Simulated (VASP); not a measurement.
Data:

```yaml
crystal:
  lattice:
    - [0.00000, 1.91163, 1.91163]
    - [1.91163, 0.00000, 1.91163]
    - [1.91163, 1.91163, 0.00000]
  atoms:
    - { symbol: Ir, position: [0.00000, 0.00000, 0.00000] }
```

Level of theory: AM05 GGA, VASP's PBE PAW potentials (set 64) (plane waves; VASP). Settings: 520 eV cut-off, Gaussian smearing of 0.050 eV, potentials Ir.

Problem. Give the energies of bands 1 to 6 at the high-symmetry points, in eV from the Fermi level.

Solution. 
```json
[
 {"band": "1", "Γ": "-11.32", "X": "-8.09", "U": "-7.10", "L": "-8.27", "W": "-6.41"},
 {"band": "2", "Γ": "-3.97", "X": "-7.50", "U": "-6.12", "L": "-4.07", "W": "-4.99"},
 {"band": "3", "Γ": "-3.97", "X": "0.91", "U": "-2.97", "L": "-4.07", "W": "-4.99"},
 {"band": "4", "Γ": "-3.97", "X": "1.51", "U": "-0.89", "L": "-0.87", "W": "-1.83"},
 {"band": "5", "Γ": "-1.20", "X": "1.51", "U": "0.63", "L": "0.93", "W": "1.52"},
 {"band": "6", "Γ": "-1.20", "X": "1.64", "U": "6.38", "L": "0.93", "W": "8.30"}
]
```

It has no gap at this level: it comes out as a metal or semimetal.

The compound is Ir in the fcc structure. It was relaxed first.
